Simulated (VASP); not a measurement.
The input files of a VASP run:

KPOINTS:
```
K-points
0
Gamma
  15 15 15
0 0 0
```

INCAR:
```
SYSTEM = V
PREC = Accurate
ENCUT = 520
EDIFF = 1E-6
NELM = 100
ALGO = Normal
LREAL = .FALSE.
LASPH = .TRUE.
ISMEAR = 1
SIGMA = 0.1
GGA = RE
LMAXMIX = 4
LWAVE = .FALSE.
LCHARG = .FALSE.
IBRION = 2
ISIF = 3
NSW = 60
EDIFFG = -0.01
```

**POSCAR**
```
V
1
   -1.5150000000     1.5150000000     1.5150000000
    1.5150000000    -1.5150000000     1.5150000000
    1.5150000000     1.5150000000    -1.5150000000
V
1
Direct
  0.0000000000   0.0000000000   0.0000000000
```

POTCAR, in this order: V_sv (PBE.64 set). Program: vasp_std.

Question: Write an equivalent input for Quantum ESPRESSO's pw.x.

Answer: One equivalent input (not run):
```
&CONTROL
  calculation = 'vc-relax'
  pseudo_dir = './pseudo'
  outdir = './out'
  tprnfor = .true.
  tstress = .true.
  nstep = 60
  forc_conv_thr = 0.00039
/
&SYSTEM
  ibrav = 0
  nat = 1
  ntyp = 1
  ecutwfc = 84
  occupations = 'smearing'
  smearing = 'methfessel-paxton'
  degauss = 0.00735
  input_dft = 'revpbe'
/
&ELECTRONS
  conv_thr = 7.3e-08
  electron_maxstep = 100
/
&IONS
/
&CELL
/
ATOMIC_SPECIES
  V 50.941 V.upf
CELL_PARAMETERS angstrom
    -1.5150000    1.5150000    1.5150000
     1.5150000   -1.5150000    1.5150000
     1.5150000    1.5150000   -1.5150000
ATOMIC_POSITIONS crystal
  V    0.0000000  0.0000000  0.0000000
K_POINTS automatic
  15 15 15 0 0 0
```
Limits of the translation: the potentials are each code's own (VASP's PAW set, PseudoDojo norm-conserving files in pw.x), so ENCUT and ecutwfc are chosen apart and not converted; conv_thr bounds pw.x's estimated SCF error, while EDIFF bounds the energy change between steps; forc_conv_thr acts on force components and is met together with etot_conv_thr.

The compound is V in the bcc structure. This run relaxes it. Symmetry was kept, so distortions that lower it aren't found.
